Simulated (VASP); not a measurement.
Input:

```
Be2C
1.0
    0.00000     2.16453     2.16453
    2.16453     0.00000     2.16453
    2.16453     2.16453     0.00000
Be C
2 1
Cartesian
  1.08226   1.08226   1.08226
  3.24679   3.24679   3.24679
  0.00000   0.00000   0.00000
```

Level of theory: PBE GGA, VASP's PBE PAW potentials (set 64) (plane waves; VASP). Run with 520 eV cut-off, 16×16×16 Γ-centred mesh, Gaussian smearing of 0.010 eV, potentials Be C.

**Question.** Give the direction-averaged independent-particle dielectric function (no local fields, no excitons; a broadening of 0.1 eV leaves a tail below the gap, and fine structure carries the noise of the k-mesh).

**Answer.** 
| ħω (eV) | ε₁ | ε₂ |
|---|---|---|
| 0.00 | 7.24 | 0.00 |
| 0.50 | 7.27 | 0.01 |
| 1.00 | 7.36 | 0.02 |
| 1.50 | 7.51 | 0.04 |
| 2.00 | 7.75 | 0.06 |
| 2.50 | 8.08 | 0.08 |
| 3.10 | 8.67 | 0.12 |
| 3.60 | 9.46 | 0.20 |
| 4.10 | 10.82 | 0.74 |
| 4.60 | 11.25 | 2.14 |
| 5.10 | 11.75 | 3.73 |
| 5.70 | 13.56 | 5.21 |
| 6.20 | 15.67 | 7.74 |
| 6.70 | 18.46 | 15.29 |
| 7.20 | 10.24 | 25.50 |
| 7.70 | -1.43 | 21.61 |
| 8.30 | -6.46 | 8.70 |
| 8.80 | -3.68 | 8.63 |
| 9.30 | -5.41 | 9.60 |
| 9.80 | -4.13 | 5.56 |
| 10.30 | -4.09 | 5.19 |
| 10.90 | -3.74 | 4.67 |
| 11.40 | -3.30 | 3.34 |
| 11.90 | -3.60 | 3.90 |
| 12.40 | -3.15 | 2.47 |
| 12.90 | -2.73 | 1.74 |
| 13.50 | -2.03 | 2.10 |
| 14.00 | -2.29 | 1.86 |
| 14.50 | -1.94 | 1.02 |
| 15.00 | -1.49 | 0.95 |
| 15.50 | -1.63 | 1.19 |
| 16.10 | -1.29 | 0.75 |
ε₂ peaks at 7.3 eV (height 27.5); ε₁(0) averages 7.24, so the electronic refractive index below the gap tends to √7.24 = 2.69.

The compound is Be2C in the antifluorite structure. It was relaxed first.
